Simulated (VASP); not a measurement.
The system is MgO.

```
Mg O
1.0
     0.00000    2.10392    2.10392
     2.10392    0.00000    2.10392
     2.10392    2.10392    0.00000
Mg O
1 1
Direct
  0.00000 0.00000 0.00000
  0.50000 0.50000 0.50000
```

Base run:

```yaml
Program: VASP 6.6.1
Functional: PBEsol
Potentials_or_basis: VASP PAW PBE potentials, release 64 (Mg, O)
Cutoff: 520 eV
k_mesh: 14 × 14 × 14
Occupations: gaussian, width 0.03 eV
Spin: no spin polarisation
```

Its results: band gap on the k mesh 4.66 eV, direct.

The run is repeated on the same cell with these changes: functional from PBEsol to TB-mBJ. What comes out?

Band gap on the k mesh 6.80 eV, direct.
